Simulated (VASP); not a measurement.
Consider the following.

```
CELL_PARAMETERS angstrom
      0.00000     2.97548     2.97548
      2.97548     0.00000     2.97548
     11.91264    11.91264    -0.01071
ATOMIC_POSITIONS crystal
  Cd 0.01387 0.01387 0.98960
  Cd 0.00045 0.00045 0.24966
  Cd 0.98649 0.98649 0.51013
  Cd 0.99981 0.99981 0.75015
  Se 0.25462 0.25462 0.05904
  Se 0.24175 0.24175 0.31869
  S  0.24501 0.24501 0.56624
  S  0.25800 0.25800 0.80650
```

Method: PBEsol GGA, VASP's PBE PAW potentials (set 64) (plane waves; VASP). Settings: 400 eV cut-off, Gaussian smearing of 0.050 eV, potentials Cd Se S.

Problem. What does the run give for the band gap (along the path) with the smallest direct gap where there is one?

Solution. 
```json
{
 "band gap (along the path)": "0.56 eV",
 "smallest direct gap (along the path)": "0.56 eV"
}
```

The absolute energy has meaning only against runs of the same code, potentials and settings.

The structure was generated: Cd4S2Se2 was put into an ordered model structure (R3m), which need not be its known phase. It was relaxed first.
